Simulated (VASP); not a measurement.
Here is the system:

```
CdTe
1.0
    0.00000     3.29576     3.29576
    3.29576     0.00000     3.29576
    3.29576     3.29576     0.00000
Cd Te
1 1
Direct
  0.00000   0.00000   0.00000
  0.25000   0.25000   0.25000
```

The numbers are results of AM05 GGA, VASP's PBE PAW potentials (set 64) (plane waves; VASP), not measurements. Run with 520 eV cut-off, 7×7×7 Γ-centred mesh, Gaussian smearing of 0.050 eV, potentials Cd Te.

Problem. Give the stress tensor in GPa (positive for a compressed cell).

Solution. 
```
-1.07   0.00   0.00
 0.00  -1.07   0.00
 0.00   0.00  -1.07
```
The pressure is its mean diagonal, -1.07 GPa.

The compound is CdTe in the zinc blende structure. This cell is one point of a volume scan, at 1.03 of the reference volume.
